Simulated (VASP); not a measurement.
# CuSi11C12 (a cell with a defect) in VASP: notebook

Runs on CuSi11C12 (a cell with a defect). Level: PBEsol+U. Tasks: single point.

Everything below comes from runs of VASP 6.6.1. Logs are shortened: lines on timing, memory, paths and dates and some standing lists are left out, and cuts for length are marked.

## 1. Starting point

The cell holds a defect, 24 atoms: a = 9.245 Å, b = 6.163 Å, c = 6.163 Å, α = 60.00°, β = 60.00°, γ = 60.00°.

## 2. Single point, PBEsol+U, collinear spin, ferromagnetic start

Input file INCAR:

```
SYSTEM = CuSi11C12
ALGO = Normal
EDIFF = 1E-5
ENCUT = 450
GGA = PS
ISIF = 2
ISMEAR = 0
ISPIN = 2
KPAR = 4
LASPH = .TRUE.
LCHARG = .FALSE.
LDAU = .TRUE.
LDAUJ = 0 0 0
LDAUL = 2 -1 -1
LDAUPRINT = 1
LDAUTYPE = 2
LDAUU = 5 0 0
LMAXMIX = 4
LORBIT = 11
LREAL = Auto
LWAVE = .FALSE.
MAGMOM = 3 0 0 0 0 0 0 0 0 0 0 0 0 0 0 0 0 0 0 0 0 0 0 0
NELM = 120
PREC = Accurate
SIGMA = 0.03
```

Input file KPOINTS:

```
k-points
0
G
  2 3 3
  0 0 0
```

Input file POSCAR:

```
CuSi11C12
1.0
    0.0000000000      6.5370000000      6.5370000000
    4.3580000000      0.0000000000      4.3580000000
    4.3580000000      4.3580000000      0.0000000000
Cu Si C
1 11 12
Direct
    0.0000000000      0.0000000000      0.0000000000
    0.0000000000      0.0000000000      0.5000000000
    0.0000000000      0.5000000000      0.0000000000
    0.0000000000      0.5000000000      0.5000000000
    0.3333330000      0.0000000000      0.0000000000
    0.3333330000      0.0000000000      0.5000000000
    0.3333330000      0.5000000000      0.0000000000
    0.3333330000      0.5000000000      0.5000000000
    0.6666670000      0.0000000000      0.0000000000
    0.6666670000      0.0000000000      0.5000000000
    0.6666670000      0.5000000000      0.0000000000
    0.6666670000      0.5000000000      0.5000000000
    0.0833333333      0.1250000000      0.1250000000
    0.0833333333      0.1250000000      0.6250000000
    0.0833333333      0.6250000000      0.1250000000
    0.0833333333      0.6250000000      0.6250000000
    0.4166663333      0.1250000000      0.1250000000
    0.4166663333      0.1250000000      0.6250000000
    0.4166663333      0.6250000000      0.1250000000
    0.4166663333      0.6250000000      0.6250000000
    0.7500003333      0.1250000000      0.1250000000
    0.7500003333      0.1250000000      0.6250000000
    0.7500003333      0.6250000000      0.1250000000
    0.7500003333      0.6250000000      0.6250000000
```

Potentials or basis: VASP PAW PBE potentials, release 64 (Cu, Si, C).

Started as:

```bash
> cat potpaw_PBE.64/Cu/POTCAR potpaw_PBE.64/Si/POTCAR potpaw_PBE.64/C/POTCAR > POTCAR
> mpirun -np 4 vasp_std > vasp.out
```

OUTCAR:

```text
SYSTEM = CuSi11C12
   EDIFF = 1E-5
   ENCUT = 450
   GGA = PS
   ISIF = 2
   ISMEAR = 0
   ISPIN = 2
   LASPH = .TRUE.
   LORBIT = 11
   LREAL = Auto
   NELM = 120
   PREC = Accurate

 ion  position               nearest neighbor table
   1  0.000  0.000  0.000-  21 1.89  13 1.89  15 1.89  14 1.89
   2  0.000  0.000  0.500-  22 1.89  14 1.89  16 1.89  13 1.89   6 3.08  10 3.08   9 3.08  12 3.08
                             5 3.08   8 3.08   4 3.08   3 3.08   4 3.08   3 3.08
   3  0.000  0.500  0.000-  23 1.89  15 1.89  16 1.89  13 1.89   7 3.08  11 3.08   9 3.08  12 3.08
                             8 3.08   5 3.08   4 3.08   4 3.08   2 3.08   2 3.08
   4  0.000  0.500  0.500-  24 1.89  16 1.89  14 1.89  15 1.89   8 3.08  12 3.08  11 3.08  10 3.08
                             7 3.08   6 3.08   3 3.08   2 3.08   2 3.08   3 3.08
   5  0.333  0.000  0.000-  13 1.89  17 1.89  18 1.89  19 1.89   2 3.08   3 3.08   6 3.08   7 3.08
                             6 3.08   8 3.08   7 3.08   8 3.08  10 3.08  11 3.08   9 3.08
   6  0.333  0.000  0.500-  14 1.89  18 1.89  17 1.89  20 1.89   2 3.08   4 3.08   5 3.08   8 3.08
                             5 3.08   7 3.08   7 3.08   8 3.08   9 3.08  12 3.08  10 3.08
   7  0.333  0.500  0.000-  15 1.89  19 1.89  17 1.89  20 1.89   3 3.08   4 3.08   5 3.08   8 3.08
                             6 3.08   8 3.08   5 3.08   6 3.08  12 3.08   9 3.08  11 3.08
   8  0.333  0.500  0.500-  16 1.89  20 1.89  19 1.89  18 1.89   4 3.08   3 3.08   2 3.08   6 3.08
                             7 3.08   5 3.08   7 3.08   5 3.08   6 3.08  11 3.08  10 3.08  12 3.08
   9  0.667  0.000  0.000-  21 1.89  22 1.89  23 1.89  17 1.89   2 3.08   3 3.08  10 3.08  10 3.08
                            12 3.08  11 3.08  11 3.08  12 3.08   6 3.08   7 3.08   5 3.08
  10  0.667  0.000  0.500-  22 1.89  21 1.89  24 1.89  18 1.89   2 3.08   4 3.08  12 3.08   9 3.08
                            11 3.08   9 3.08  11 3.08  12 3.08   8 3.08   5 3.08   6 3.08
  11  0.667  0.500  0.000-  23 1.89  21 1.89  24 1.89  19 1.89   3 3.08   4 3.08  12 3.08   9 3.08
                            10 3.08  12 3.08   9 3.08  10 3.08   8 3.08   5 3.08   7 3.08
  12  0.667  0.500  0.500-  24 1.89  23 1.89  22 1.89  20 1.89   4 3.08   3 3.08   2 3.08  10 3.08
                             9 3.08  11 3.08  11 3.08   9 3.08  10 3.08   6 3.08   7 3.08   8 3.08
  13  0.083  0.125  0.125-   5 1.89   1 1.89   3 1.89   2 1.89
  14  0.083  0.125  0.625-   6 1.89   2 1.89   4 1.89   1 1.89
  15  0.083  0.625  0.125-   7 1.89   3 1.89   4 1.89   1 1.89
  16  0.083  0.625  0.625-   8 1.89   4 1.89   2 1.89   3 1.89
  17  0.417  0.125  0.125-   5 1.89   6 1.89   7 1.89   9 1.89
  18  0.417  0.125  0.625-   6 1.89   5 1.89   8 1.89  10 1.89
  19  0.417  0.625  0.125-   7 1.89   5 1.89   8 1.89  11 1.89
  20  0.417  0.625  0.625-   8 1.89   7 1.89   6 1.89  12 1.89
  21  0.750  0.125  0.125-   1 1.89   9 1.89  10 1.89  11 1.89
  22  0.750  0.125  0.625-   2 1.89  10 1.89   9 1.89  12 1.89
  23  0.750  0.625  0.125-   3 1.89  11 1.89   9 1.89  12 1.89
  24  0.750  0.625  0.625-   4 1.89  12 1.89  11 1.89  10 1.89

  LATTYP: Found a face centered orthorhombic cell.
 ALAT       =     6.1631427048
 B/A-ratio  =     1.7320508076
 C/A-ratio  =     2.4494897428
[... 268 lines left out ...]
 fundamental gap:      0.0858147062
 Fermi energy:         8.3115039208

 spin component 1

 k-point     1 :       0.0000    0.0000    0.0000
  band No.  band energies     occupation
      1      -7.5067      1.00000
      2      -5.4929      1.00000
      3      -5.3653      1.00000
      4      -4.0209      1.00000
      5      -4.0191      1.00000
      6      -3.8930      1.00000
[... 517 lines left out ...]
     62      13.4920      0.00000
     63      13.6094      0.00000
 Fermi energy:         8.3115039208

 spin component 2

 k-point     1 :       0.0000    0.0000    0.0000
  band No.  band energies     occupation
      1      -7.4979      1.00000
      2      -5.4825      1.00000
      3      -5.3551      1.00000
      4      -4.0135      1.00000
      5      -4.0085      1.00000
      6      -3.8818      1.00000
[... 517 lines left out ...]
     62      13.5008      0.00000
     63      13.6199      0.00000
 [bands above 63 left out]

------------------------ aborting loop because EDIFF is reached ----------------------------------------

  FORCE on cell =-STRESS in cart. coord.  units (eV):
  Direction    XX          YY          ZZ          XY          YZ          ZX
  --------------------------------------------------------------------------------------
  -------------------------------------------------------------------------------------
  Total        2.1633674      1.6837796      1.6837796     -0.5940170     -0.0534040     -0.5940170
  in kB       13.9591164     10.8645787     10.8645787     -3.8328917     -0.3445893     -3.8328917
  external PRESSURE =      11.8960912 kB  Pullay stress =       0.0000000 kB

 VOLUME and BASIS-vectors are now :
 -----------------------------------------------------------------------------
  energy-cutoff  :      450.00
  volume of cell :      248.30
      direct lattice vectors                 reciprocal lattice vectors
     0.000000000  6.537000000  6.537000000    -0.076487685  0.076487685  0.076487685
     4.358000000  0.000000000  4.358000000     0.114731528 -0.114731528  0.114731528
     4.358000000  4.358000000  0.000000000     0.114731528  0.114731528 -0.114731528

 POSITION                                       TOTAL-FORCE (eV/Angst)
 -----------------------------------------------------------------------------------
      0.00000      0.00000      0.00000        -0.041203      0.079078      0.079078
      2.17900      2.17900      0.00000         0.083579      0.088561     -0.427192
      2.17900      0.00000      2.17900         0.083579     -0.427192      0.088561
      4.35800      2.17900      2.17900         0.341580     -0.020700     -0.020700
      0.00000      2.17900      2.17900        -0.260351     -0.186027     -0.186027
      2.17900      4.35800      2.17900         0.219781      0.172865     -0.272409
[... 16 lines left out ...]
      3.26850      5.44750      7.62650         0.065562     -0.046326     -0.086506
      5.44750      7.62650      7.62650         0.086809     -0.084326     -0.084326
 -----------------------------------------------------------------------------------
    total drift:                               -0.003438     -0.000124     -0.000123

  FREE ENERGIE OF THE ION-ELECTRON SYSTEM (eV)
  ---------------------------------------------------
  free  energy   TOTEN  =      -182.5936698776 eV

  energy  without entropy=     -182.5933074297  energy(sigma->0) =     -182.59348865

 total charge

# of ion       s       p       d       tot
------------------------------------------
    1        0.568   0.648   9.257  10.473
    2        0.713   0.969   0.000   1.682
    3        0.713   0.969   0.000   1.682
    4        0.713   0.968   0.000   1.681
    5        0.713   0.970   0.000   1.683
    6        0.711   0.972   0.000   1.682
[... 16 lines left out ...]
   23        0.836   1.697   0.000   2.533
   24        0.835   1.698   0.000   2.533
--------------------------------------------------
tot         18.543  31.290   9.257  59.090

 magnetization (x)

# of ion       s       p       d       tot
------------------------------------------
    1       -0.000   0.016   0.037   0.053
    2       -0.000   0.000   0.000  -0.000
    3       -0.000   0.000   0.000  -0.000
    4       -0.000  -0.000   0.000  -0.000
    5        0.000   0.002   0.000   0.003
    6        0.000   0.001   0.000   0.001
[... 16 lines left out ...]
   23       -0.000   0.001   0.000   0.001
   24        0.000   0.002   0.000   0.002
--------------------------------------------------
tot          0.006   0.102   0.037   0.145
```

It took 6.1 min on 4 MPI ranks of Intel Xeon Platinum 8375C at 2.90GHz (Ice Lake), shared host; peak memory 0.57 GiB.

What came out:

- Free energy: -182.5937 eV
- Largest force: 1.980 eV/Å
- Band gap on the k mesh: none (metal or under the smearing width)
- Net moment: 0.22 μB per cell
- Site moments: Cu +0.05; Si -0.00, +0.00; C +0.01, +0.00, +0.04 μB
- Valence electrons inside the program's atomic spheres: Cu 10.47; Si 1.68; C 2.46, 2.53, 2.47

Forces in eV/Å, atoms in the order of the input:
```
Cu  -0.041  0.079  0.079
Si   0.084  0.089 -0.427
Si   0.084 -0.427  0.089
Si   0.342 -0.021 -0.021
Si  -0.260 -0.186 -0.186
Si   0.220  0.173 -0.272
Si   0.220 -0.272  0.173
Si   0.100 -0.053 -0.053
Si  -0.340  0.502  0.502
Si  -0.371  0.223  0.344
Si  -0.371  0.344  0.223
Si  -0.053  0.056  0.056
C    0.876  0.895  0.895
C   -0.961 -1.002  1.021
C   -0.961  1.021 -1.002
C   -0.086  0.069  0.069
C    0.056  0.014  0.014
C    0.098 -0.116 -0.017
C    0.098 -0.017 -0.116
C   -0.058  0.008  0.008
C    1.111 -1.159 -1.159
C    0.066 -0.087 -0.046
C    0.066 -0.046 -0.087
C    0.087 -0.084 -0.084
```

Levels at points of the mesh, in eV from the Fermi level:
Spin up:
```tsv
k point	band 48	band 49	band 50	band 51	band 52	band 53	band 54	band 55	band 56	band 57
(0.00, 0.00, 0.00)	-1.06	-0.79	-0.78	0.17	0.57	0.64	1.24	2.11	2.17	2.84
(0.50, 0.00, 0.00)	-1.25	-0.81	-0.80	-0.59	0.51	0.53	1.17	1.29	2.15	2.83
```
Spin down:
```tsv
k point	band 48	band 49	band 50	band 51	band 52	band 53	band 54	band 55
(0.00, 0.00, 0.00)	-1.04	-0.78	-0.77	0.25	0.60	0.65	1.26	2.12
(0.50, 0.00, 0.00)	-1.25	-0.80	-0.79	-0.48	0.52	0.55	1.18	1.30
```

Eigenvalues of the final occupation matrices:
```tsv
site	spin	trace	eigenvalues
site 1 d	1	4.66	0.90 0.91 0.92 0.97 0.97
site 1 d	2	4.62	0.88 0.90 0.91 0.97 0.97
```

Caveat: the k mesh is coarse (spacing up to 0.42 Å⁻¹), so the values aren't converged; the cutoff is under 1.25 times the usual one of these potentials, so pressure, stress and relaxed cells hold a basis-set (Pulay) error; the PAW data sets were made with another functional, which shifts forces and pressure a little; the U is typed as a test and isn't derived for this compound.

## 3. Single point, PBEsol+U, collinear spin, ferromagnetic start

INCAR, as its differences from that of step 2:

```diff
@@ -21,3 +21,3 @@
 LWAVE = .FALSE.
-MAGMOM = 3 0 0 0 0 0 0 0 0 0 0 0 0 0 0 0 0 0 0 0 0 0 0 0
+MAGMOM = 1 0 0 0 0 0 0 0 0 0 0 0 0 0 0 0 0 0 0 0 0 0 0 0
 NELM = 120
```

KPOINTS is that of step 2.

POSCAR is that of step 2.

Potentials or basis: VASP PAW PBE potentials, release 64 (Cu, Si, C).

Started as:

```bash
> cat potpaw_PBE.64/Cu/POTCAR potpaw_PBE.64/Si/POTCAR potpaw_PBE.64/C/POTCAR > POTCAR
> mpirun -np 4 vasp_std > vasp.out
```

Wall time 6.4 min (4 MPI ranks of Intel Xeon Platinum 8375C at 2.90GHz (Ice Lake), shared host); peak memory 0.57 GiB.

It converged, with:

| Item | Value |
| --- | --- |
| Free energy | -182.5937 eV |
| Largest force | 1.981 eV/Å |
| Band gap on the k mesh | none (metal or under the smearing width) |
| Net moment | 0.22 μB per cell |
| Site moments | Cu +0.05; Si -0.00, +0.00; C +0.01, +0.00, +0.04 μB |
| Valence electrons inside the program's atomic spheres | Cu 10.47; Si 1.68; C 2.46, 2.53, 2.47 |

Forces in eV/Å, atoms in the order of the input:
```
Cu  -0.041  0.079  0.079
Si   0.083  0.088 -0.427
Si   0.083 -0.427  0.088
Si   0.342 -0.021 -0.021
Si  -0.260 -0.186 -0.186
Si   0.220  0.173 -0.272
Si   0.220 -0.272  0.173
Si   0.100 -0.053 -0.053
Si  -0.341  0.502  0.502
Si  -0.371  0.223  0.344
Si  -0.371  0.344  0.223
Si  -0.053  0.056  0.056
C    0.878  0.896  0.896
C   -0.962 -1.004  1.022
C   -0.962  1.022 -1.004
C   -0.086  0.069  0.069
C    0.055  0.014  0.014
C    0.098 -0.116 -0.017
C    0.098 -0.017 -0.116
C   -0.059  0.008  0.008
C    1.111 -1.160 -1.160
C    0.065 -0.087 -0.046
C    0.065 -0.046 -0.087
C    0.087 -0.084 -0.084
```

Levels at points of the mesh, in eV from the Fermi level:
Spin up:
```
           k point  band 49  band 50  band 51  band 52  band 53  band 54  band 55  band 56
(0.00, 0.00, 0.00)    -0.79    -0.78     0.17     0.57     0.64     1.24     2.11     2.17
(0.50, 0.00, 0.00)    -0.81    -0.80    -0.59     0.51     0.53     1.17     1.29     2.15
```
Spin down:
```csv
k point,band 47,band 48,band 49,band 50,band 51,band 52,band 53,band 54,band 55,band 56
"(0.00, 0.00, 0.00)",-1.27,-1.04,-0.78,-0.77,0.25,0.60,0.65,1.26,2.12,2.18
"(0.50, 0.00, 0.00)",-1.33,-1.25,-0.80,-0.79,-0.48,0.52,0.55,1.18,1.30,2.16
```

Eigenvalues of the final occupation matrices:
| site | spin | trace | eigenvalues |
| --- | --- | --- | --- |
| site 1 d | 1 | 4.66 | 0.90 0.91 0.92 0.97 0.97 |
| site 1 d | 2 | 4.62 | 0.88 0.90 0.91 0.97 0.97 |

Caveat: the k mesh is coarse (spacing up to 0.42 Å⁻¹), so the values aren't converged; the cutoff is under 1.25 times the usual one of these potentials, so pressure, stress and relaxed cells hold a basis-set (Pulay) error; the PAW data sets were made with another functional, which shifts forces and pressure a little; the U is typed as a test and isn't derived for this compound.

## 4. Single point, PBEsol+U, collinear spin, ferromagnetic start

INCAR, as its differences from that of step 3:

```diff
@@ -1,3 +1,3 @@
 SYSTEM = CuSi11C12
-ALGO = Normal
+ALGO = All
 EDIFF = 1E-5
@@ -8,2 +8,3 @@
 ISPIN = 2
+ISYM = 0
 KPAR = 4
@@ -21,3 +22,3 @@
 LWAVE = .FALSE.
-MAGMOM = 1 0 0 0 0 0 0 0 0 0 0 0 0 0 0 0 0 0 0 0 0 0 0 0
+MAGMOM = 3 0 0 0 0 0 0 0 0 0 0 0 0 0 0 0 0 0 0 0 0 0 0 0
 NELM = 120
```

KPOINTS is that of step 3.

POSCAR is that of step 3.

Started as:

```bash
> cat potpaw_PBE.64/Cu/POTCAR potpaw_PBE.64/Si/POTCAR potpaw_PBE.64/C/POTCAR > POTCAR
> mpirun -np 4 vasp_std > vasp.out
```

It took 15 min on 4 MPI ranks of Intel Xeon Platinum 8375C at 2.90GHz (Ice Lake), shared host; peak memory 0.82 GiB.

It converged, with:

| Item | Value |
| --- | --- |
| Free energy | -182.5936 eV |
| Largest force | 1.973 eV/Å |
| Band gap on the k mesh | none (metal or under the smearing width) |
| Net moment | 0.22 μB per cell |
| Site moments | Cu +0.05; Si -0.00, +0.00; C +0.01, +0.00, +0.04 μB |
| Valence electrons inside the program's atomic spheres | Cu 10.47; Si 1.68; C 2.46, 2.53, 2.47 |

Forces in eV/Å, atoms in the order of the input:
```
Cu  -0.045  0.080  0.080
Si   0.086  0.090 -0.425
Si   0.086 -0.425  0.089
Si   0.338 -0.022 -0.022
Si  -0.258 -0.189 -0.189
Si   0.224  0.169 -0.276
Si   0.223 -0.276  0.169
Si   0.103 -0.056 -0.056
Si  -0.346  0.507  0.507
Si  -0.375  0.226  0.345
Si  -0.375  0.345  0.226
Si  -0.054  0.060  0.060
C    0.882  0.896  0.895
C   -0.963 -1.008  1.021
C   -0.963  1.021 -1.008
C   -0.082  0.067  0.067
C    0.062  0.008  0.008
C    0.097 -0.116 -0.021
C    0.097 -0.021 -0.116
C   -0.054  0.007  0.007
C    1.106 -1.156 -1.156
C    0.062 -0.080 -0.044
C    0.062 -0.044 -0.080
C    0.085 -0.082 -0.082
```

Levels at points of the mesh, in eV from the Fermi level:
Spin up:
```
           k point  band 49  band 50  band 51  band 52  band 53  band 54  band 55  band 56
(0.00, 0.00, 0.00)    -0.79    -0.78     0.17     0.57     0.64     1.24     2.11     2.17
(0.50, 0.00, 0.00)    -0.81    -0.80    -0.59     0.51     0.53     1.17     1.29     2.15
```
Spin down:
```
           k point  band 48  band 49  band 50  band 51  band 52  band 53  band 54  band 55
(0.00, 0.00, 0.00)    -1.04    -0.78    -0.77     0.25     0.60     0.65     1.26     2.12
(0.50, 0.00, 0.00)    -1.25    -0.79    -0.79    -0.47     0.52     0.56     1.19     1.30
```

Eigenvalues of the final occupation matrices:
| site | spin | trace | eigenvalues |
| --- | --- | --- | --- |
| site 1 d | 1 | 4.66 | 0.91 0.91 0.92 0.97 0.97 |
| site 1 d | 2 | 4.62 | 0.88 0.90 0.91 0.97 0.97 |

Caveat: the k mesh is coarse (spacing up to 0.42 Å⁻¹), so the values aren't converged; the cutoff is under 1.25 times the usual one of these potentials, so pressure, stress and relaxed cells hold a basis-set (Pulay) error; the PAW data sets were made with another functional, which shifts forces and pressure a little; the U is typed as a test and isn't derived for this compound.

(Part 1 of 2 ends here.)
